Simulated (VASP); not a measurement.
Data:

```xyz
2
Lattice="0.0000 2.0898 2.0898 2.0898 0.0000 2.0898 2.0898 2.0898 0.0000" Properties=species:S:1:pos:R:3 pbc="T T T"
Mg     0.0000     0.0000     0.0000
O      2.0898     2.0898     2.0898
```

These are vdW-DF-cx, VASP's PBE PAW potentials (set 64) (plane waves; VASP 6.6.1) values and carry that method's errors. Numerical set-up: 520 eV cut-off, 11×11×11 Γ-centred mesh, Gaussian smearing of 0.050 eV, potentials Mg O.

**Question.** Give the stress tensor in GPa (positive for a compressed cell).

**Answer.** 
```
5.08  0.00  0.00
0.00  5.08  0.00
0.00  0.00  5.08
```
The pressure is its mean diagonal, 5.08 GPa.

The compound is MgO in the rock salt structure. This cell is one point of a volume scan, at 0.97 of the reference volume.
